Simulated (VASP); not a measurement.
Given:

```yaml
crystal:
  lattice:
    - [-1.61728, 1.61728, 2.48288]
    - [1.61728, -1.61728, 2.48288]
    - [1.61728, 1.61728, -2.48288]
  atoms:
    - { symbol: In, position: [0.00000, 0.00000, 0.00000] }
```

Computed with TPSS meta-GGA, VASP's PBE PAW potentials (set 64) (plane waves; VASP). Settings: 520 eV cut-off, 18×18×18 Γ-centred mesh, tetrahedra with Blöchl corrections, potentials In_d.

Unless said otherwise, spin-orbit coupling is left out, though it shifts the bands of the heavy elements here.

Q: Estimate the energy per atom (σ→0), band gap (over mesh and band path) with the smallest direct gap where there is one.

A: 
```
Quantity                                                               Value
----------------------------------  ----------------------------------------
band gap (over mesh and band path)  none (metal, semimetal or under 0.01 eV)
energy per atom (σ→0)                                        -10.763 eV/atom
```

The absolute energy has meaning only against runs of the same code, potentials and settings.

The compound is In in the bct structure. It was relaxed first.
